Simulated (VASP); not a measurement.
The input files of a VASP run:

POSCAR:
```
Li2S
1
   -0.0000000000     2.8272200708     2.8272200708
    2.8272200708     0.0000000000     2.8272200708
    2.8272200708     2.8272200708    -0.0000000000
Li S
2 1
Direct
  0.2500000000   0.2500000000   0.2500000000
  0.7500000000   0.7500000000   0.7500000000
  0.0000000000   0.0000000000   0.0000000000
```

KPOINTS:
```
Automatic mesh
0
Gamma
6 6 6
0 0 0
```

### INCAR
```
! general
SYSTEM   = Li2S
PREC     = Accurate
ENCUT    = 520
LREAL    = .False.
LASPH    = .True.

! electronic loop
EDIFF    = 1E-6
NELM     = 100
ALGO     = Normal

! smearing
ISMEAR   = 0
SIGMA    = 0.05

! functional
GGA      = MK
LUSE_VDW = .True.
AGGAC    = 0.0
PARAM1   = 0.1234
PARAM2   = 1.0

! ions
IBRION   = 2
NSW      = 60
ISIF     = 3
EDIFFG   = -0.02

! output
LWAVE    = .False.
LCHARG   = .False.
```

POTCAR, in this order: Li_sv S (PBE.64 set). Program: vasp_std.

**Question.** Translate this optB86b-vdW calculation to Quantum ESPRESSO's pw.x.

**Answer.** One equivalent input (not run):
```
&CONTROL
  calculation = 'vc-relax'
  pseudo_dir = './pseudo'
  outdir = './out'
  tprnfor = .true.
  tstress = .true.
  nstep = 60
  forc_conv_thr = 0.00078
/
&SYSTEM
  ibrav = 0
  nat = 3
  ntyp = 2
  ecutwfc = 74
  occupations = 'smearing'
  smearing = 'gaussian'
  degauss = 0.003675
  input_dft = 'vdw-df-ob86'
/
&ELECTRONS
  conv_thr = 7.3e-08
  electron_maxstep = 100
/
&IONS
/
&CELL
/
ATOMIC_SPECIES
  Li 6.940 Li.upf
  S 32.060 S.upf
CELL_PARAMETERS angstrom
    -0.0000000    2.8272201    2.8272201
     2.8272201    0.0000000    2.8272201
     2.8272201    2.8272201   -0.0000000
ATOMIC_POSITIONS crystal
  Li   0.2500000  0.2500000  0.2500000
  Li   0.7500000  0.7500000  0.7500000
  S    0.0000000  0.0000000  0.0000000
K_POINTS automatic
  6 6 6 0 0 0
```
Limits of the translation: the potentials are each code's own (VASP's PAW set, PseudoDojo norm-conserving files in pw.x), so ENCUT and ecutwfc are chosen apart and not converted; conv_thr bounds pw.x's estimated SCF error, while EDIFF bounds the energy change between steps; forc_conv_thr acts on force components and is met together with etot_conv_thr.

The compound is Li2S in the antifluorite structure. This run relaxes it. Symmetry was kept, so distortions that lower it aren't found. The start is the result of an earlier pass.
